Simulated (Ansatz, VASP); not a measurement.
# Y in two plane-wave programs, part 2 of 2

One calculation is typed for both programs; each brings its own data sets. How far apart do they land? The cell is taken from a series of runs on this material, whose earlier steps may have relaxed, scaled, displaced or heated it; both programs get it as it stands.

VASP 6.6.1 and Ansatz 0.2.0.

So far: The structure; VASP: zone-centre phonons, PBEsol.

## 3. Ansatz: zone-centre phonons, PBEsol

Level of this step: Ansatz beside VASP: Kohn-Sham DFT, plane waves, PBEsol (Ansatz).

Ansatz runs on its PAW soft_1 files.

The same cell, functional, mesh and smearing now go to Ansatz, which takes its cutoff from its data sets.

input.yaml

```yaml
crystal:
  lattice:
    - [3.7424409164, 0.0, 0.0]
    - [-1.8712204582, 3.2410489058, 0.0]
    - [0.0, 0.0, 5.4685387585]
  atoms:
    - { symbol: "Y", position: [0.3333333333, 0.6666666667, 0.25] }
    - { symbol: "Y", position: [0.6666666667, 0.3333333333, 0.75] }
kpoints:
  mp_grid: { grid: [15, 15, 8] }
hamiltonian:
  xc: pbesol
  pseudopotentials: { kind: paw, azcp: { folder: soft_1 }, xc_functional: pbe }
scf:
  occupations: { method: methfessel_paxton, width: 0.2 }
output:
  eigenvalues: true
phonons:
  method: dfpt
```

Started as:

```sh
> ansatz run input.yaml --threads 4 --pin off --max-ram 10240MiB --backend cpu --events-out ev --progress --plain --runs-dir out
```

Numbers of over 12 decimals in the logs are rounded to 6 here.

The log of the run:

```text
zone centre: on kpoints.mp_grid the ground state, and the responses unless they are solved on pairs of k-points, stand on 320 of the mesh's 1800 k-points, reduced under 4 symmetry operations, with k and −k counted as one. Each operation leaves every solved displacement unchanged or reverses it
Engine: ansatz 0.2.0, x86_64-unknown-linux-gnu
Pseudopotentials: kind: paw
Pseudopotential: Y, paw, valence charge 11, recommended cutoff 420 eV (normal), soft_1/Y.paw.azcp
Functional definition: PBEsol
  exchange = pbesol_x
  correlation = pbesol_c
Crystal: 2 atoms, lattice volume = 66.330 Å³
Basis set: ecut = 420 eV, 1267 PW (Γ), exchange–correlation on 54×54×80 points (8 copies of the dense FFT grid, shifted against one another)
Bands: 15, of which v1, the nominal top of the filled ones, is band 11 counted from 1 (10 counted from 0)
Symmetry: 24 space group operations
k-points: 320 of 1800 (irreducible under 4 space group operations, time reversal used)
Non-local potential: Y, projectors of the file, l = 0: 3, l = 1: 2, l = 2: 2, l = 3: 1
PAW form: soft (Blöchl's): semilocal exchange-correlation on the pseudo side does not see the compensation charge
PAW frozen core: Y, regenerated for the run's functional, and the local potential with it (the file was generated under x = pbe(κ = 0.804, μ = 0.219515), c = pbe(β = 0.066725))
PAW one-centre angular grid: Y, 590 points (default); XC on 64 Gauss nodes
Initial density: superposition of atomic densities (chi_scale 0.1, normalization cell)
Initial wavefunctions: pseudopotential atomic-orbital guess
Functional: x = pbesol(κ = 0.804, μ = 0.123457), c = pbesol(β = 0.046)
SCF iter   1: F=—  HF=-7590.200916 eV  |F-HF|=—  |Δ(HF+E_count)|=         —  Δρ=1.39e-2  dr2=2.06e-1  ethr=3.10e-3  ⟨swp⟩=4.3  Hψ=20245  notcnv=0
preconditioner: auto → Kerker (q_TF=auto, 2.270 Å⁻¹)  [metal: Δε(μ)=0.012 eV  Ē_g=2.607 eV  σ=0.200 eV  W_gap=0.05  n_scr=20 (ndim 8)  ℏωp=11.2 eV  f_vac=0.000  D(μ)=3.58/eV (n_scr^D=34)]
SCF iter   2: F=—  HF=-7590.158590 eV  |F-HF|=—  |Δ(HF+E_count)|=   4.23e-2  S|Δr|=    0.00e0  Δρ=8.87e-3  dr2=8.32e-2  ethr=9.38e-4  ⟨swp⟩=1.0  Hψ=7360  notcnv=0
SCF iter   3: F=—  HF=-7590.132298 eV  |F-HF|=—  |Δ(HF+E_count)|=   2.63e-2  S|Δr|=    0.00e0  Δρ=1.36e-3  dr2=1.21e-3  ethr=3.78e-4  ⟨swp⟩=2.9  Hψ=8432  notcnv=0
SCF iter   4: F=—  HF=-7590.132269 eV  |F-HF|=—  |Δ(HF+E_count)|=   2.85e-5  S|Δr|=    0.00e0  Δρ=2.05e-4  dr2=2.39e-5  ethr=5.52e-6  ⟨swp⟩=2.0  Hψ=5993  notcnv=0
SCF iter   5: F=—  HF=-7590.132267 eV  |F-HF|=—  |Δ(HF+E_count)|=   2.42e-6  S|Δr|=    0.00e0  Δρ=4.63e-5  dr2=9.39e-7  ethr=1.09e-7  ⟨swp⟩=2.0  Hψ=8348  notcnv=0
SCF iter   6: F=—  HF=-7590.132267 eV  |F-HF|=—  |Δ(HF+E_count)|=   3.41e-7  S|Δr|=    0.00e0  Δρ=7.89e-6  dr2=3.46e-8  ethr=4.27e-9  ⟨swp⟩=1.1  Hψ=4822  notcnv=0
SCF iter   7: F=—  HF=-7590.132267 eV  |F-HF|=—  |Δ(HF+E_count)|=   6.32e-9  S|Δr|=    0.00e0  Δρ=1.47e-6  dr2=1.24e-9  ethr=1.57e-10  ⟨swp⟩=1.5  Hψ=6056  notcnv=0
SCF iter   8: F=—  HF=-7590.132267 eV  |F-HF|=—  |Δ(HF+E_count)|=  1.49e-10  S|Δr|=    0.00e0  Δρ=1.74e-7  dr2=1.31e-11  ethr=5.66e-12  ⟨swp⟩=1.9  Hψ=7199  notcnv=0
SCF iter   9: F=-7590.132267 eV  HF=-7590.132267 eV  |F-HF|=0.00e0  |Δ(HF+E_count)|=  7.28e-12  S|Δr|=    0.00e0  Δρ=2.28e-8  dr2=3.07e-13  ethr=1.00e-12  ⟨swp⟩=5.0  Hψ=18180  notcnv=0
the search or the solves at the SCF's close seem to have found levels that the self-consistency loop had missed (the run counts 1). By its estimate they hold under 1e-12 electrons; where the run keeps them, the occupations were computed again with them
SCF 1 converged in 9 iterations: F = -7590.132267 eV  dr2 = 3.07e-13
  greatest PAW one-centre occupation: 0.993 electrons in one spin orbital (limit 2), on the Y atom at site 1 (counted from 0), in its partial waves of l = 0
DFPT response loops at Γ: preconditioner auto → Kerker (q_TF=auto, 2.270 Å⁻¹) (partly filled bands, converged f_vac=0.000); β = 1.00, the filter's whole step (`scf.mixing.beta` (0.50) is not read by the response loops under this deck's `scf.mixing.preconditioner`; to damp them name `kerker` or `kerker_dos`, under which they read `scf.mixing.beta`, and type it under 1.00, their step now; both keys bind the ground state too); Broyden in place of MSR1
SCF converged after 9 iterations
Stability not checked: this state was not tested for a lower state beside it, because cold or Methfessel-Paxton smearing, or corrected tetrahedra, fill the levels in a way that the test cannot read (fill_not_monotonic; see scf.lower_state_search)
Free energy (F): -7590.132267 eV
Harris-Foulkes:  -7590.132267 eV  (|F-HF|=0.00e0)
Internal energy: -7590.131545 eV  (E = F + TS)
E sigma→0 (E₀):  -7590.132086 eV
Entropy (-TS):   -0.000721 eV (-0.361 meV/atom)
Fermi energy:    9.119347 eV
--- Per-component energies (eV) ---
  E_band       = -247.389842
  E_kinetic    = 629.413653
  E_local      = -1218.055031  (includes V_loc(G=0)·N_el)
  E_nonlocal   = 57.005805
  E_hartree    = 385.528849
  E_xc         = -352.915441
  E_vxc        = -407.753466  (∫ρ·V_xc dr)
  E_paw        = -5527.584945  (= ΣΔE_a)
  E_vpaw       = -79.058542  (= ΣTr[D̂ρ^β])
  E_aug_tail   = 0.000046  (compensation charges beyond the density's cutoff)
  E_ewald      = -1563.822027
  E_core_change = 0.297547  (= ΣΔE_core)
  E_smearing   = -0.000721  (= −TS)
  E_closure    = -0.000000  (closes the sum)
  Σ components = -7590.132267   (vs F -7590.132267, Δ=0.00e0)
--- Band table (eV; the first three rows and the last of 320) ---
  k-point 0: bands = [... 7 lower, -13.1363, 4.5094, 7.3949, 10.4932, 10.7526, 10.7526, 11.4847, 11.4847]
  k-point 1: bands = [... 7 lower, -13.1634, 4.6221, 7.3449, 10.3438, 10.6358, 10.6358, 11.3530, 11.3530]
  k-point 2: bands = [... 7 lower, -13.2318, 4.9490, 7.1340, 10.1053, 10.4941, 10.4941, 11.0642, 11.0642]
  k-point 319: bands = [... 7 lower, -13.2483, 7.7982, 7.7982, 9.2818, 9.2818, 9.9012, 9.9012, 11.6098]
--- Phonons (Γ-DFPT): 2 representative perturbations + reference, on 320 of 1800 k-points (Σ response iterations 6) ---
  k mesh reduced under 4 symmetry operations, with k and −k counted as one. Each operation leaves every solved displacement unchanged or reverses it
  ASR residual: 1.108e-5 → 0.000e0 eV/Å²; symmetrization residual: 1.470e-13 eV/Å²
  ASR residual per site (eV/Å²): 1.11e-5 1.11e-5
  Γ frequencies (cm⁻¹): 0.00 0.00 0.00 94.90 94.90 165.85
  non-analytic LO–TO correction: not included (Born effective charges unavailable; polar crystals: no LO–TO splitting at Γ)
```

The column dr2 measures how far the density is from self-consistency, as an energy; F and HF (Harris–Foulkes) agree once it is small.

## 4. Comparison

Known differences besides the potentials themselves: the cutoff is 420 eV in Ansatz and 500 eV in VASP; Ansatz makes its cores anew for this functional, VASP keeps those of its PBE data sets. Total energies have different zeros and are not compared.

The two programs side by side:

```csv
quantity,Ansatz,VASP,difference
optical mode 1 to 2 (cm⁻¹),94.9,95.5,-0.62 %
optical mode 3 (cm⁻¹),165.8,166.0,-0.10 %
```

Modes are paired by rising frequency, not by their patterns, so a pair may set unlike modes beside each other; they are those without the splitting of longitudinal modes.

## 5. Results

```
r.m.s. difference of the optical zone-centre modes, each program's sorted by frequency (zone-centre phonons, PBEsol) : 0.49 cm⁻¹
difference in optical mode 1 to 2 (zone-centre phonons, PBEsol)                                                      : -0.6 %
```

In words: The r.m.s. difference of the optical zone-centre modes, each program's sorted by frequency is 0.49 cm⁻¹ (zone-centre phonons, PBEsol). Among the rows given in per cent, the largest difference of the zone-centre phonons, PBEsol pair is in optical mode 1 to 2, -0.6 %. Such differences can come from data sets, numerical settings and the points named under the comparisons, not from the functional's error against experiment.

[Lines on the potential files, build, host, timing and source positions are cut from VASP's logs without a mark.]

[Logs are printed without paths, hosts, clocks, repeated set-up lines and the standing remarks that a program may print on its own settings, such as how far it seeks lower states.]

[Hosts, paths, dates, database ids (printed as entryN), source tags and the programs' standing remarks are cut or masked in the printed files.]
